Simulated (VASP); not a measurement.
Consider the following.

```
Ga2ZnS4
1.0
    5.10279     0.00000     0.00000
    0.00000     5.10279     0.00000
    0.00000     0.00000     5.24204
Zn Ga S
1 2 4
Direct
  0.00000   0.00000   0.00000
  0.00000   0.50000   0.50000
  0.50000   0.00000   0.50000
  0.73305   0.73305   0.23768
  0.73305   0.26695   0.76232
  0.26695   0.26695   0.23768
  0.26695   0.73305   0.76232
```

All values below come from LDA (Ceperley-Alder, Perdew-Zunger), VASP's LDA PAW potentials (set 64) (plane waves; VASP). Settings: 400 eV cut-off, Gaussian smearing of 0.050 eV, potentials Zn Ga_d S.

Problem. Give the energies of bands 23 to 36 at the high-symmetry points, in eV from the valence-band maximum.

Solution. 
| band | Γ | X | M | Z | R | A |
|---|---|---|---|---|---|---|
| 23 | -3.38 | -3.55 | -3.47 | -3.52 | -3.87 | -4.49 |
| 24 | -2.79 | -3.49 | -3.23 | -3.11 | -3.15 | -1.63 |
| 25 | -2.79 | -3.31 | -3.23 | -3.11 | -3.13 | -1.42 |
| 26 | -2.11 | -2.63 | -2.75 | -2.70 | -2.58 | -1.39 |
| 27 | -2.11 | -1.95 | -2.57 | -2.20 | -2.55 | -1.39 |
| 28 | -1.63 | -1.59 | -1.83 | -1.91 | -1.32 | -0.92 |
| 29 | -0.09 | -1.52 | -1.29 | -1.91 | -1.04 | -0.47 |
| 30 | -0.01 | -1.16 | -0.22 | -0.74 | -0.75 | -0.20 |
| 31 | -0.01 | -0.94 | -0.22 | -0.74 | -0.52 | -0.20 |
| 32 | 2.10 | 3.79 | 3.81 | 3.46 | 4.18 | 2.31 |
| 33 | 2.54 | 4.00 | 3.81 | 3.64 | 4.24 | 2.31 |
| 34 | 2.81 | 4.19 | 5.60 | 4.92 | 4.65 | 3.43 |
| 35 | 2.94 | 4.88 | 5.84 | 5.17 | 5.02 | 5.17 |
| 36 | 2.94 | 5.42 | 6.05 | 5.20 | 6.16 | 5.91 |

The gap is indirect, 2.10 eV, from the valence maximum at M-Γ at 0.78 to the conduction minimum at Γ.

The structure comes from a computed database's Ga2ZnS4 entry (P-42m); how it stands against other phases isn't given here. It was relaxed first, which changed the volume by -6 %.
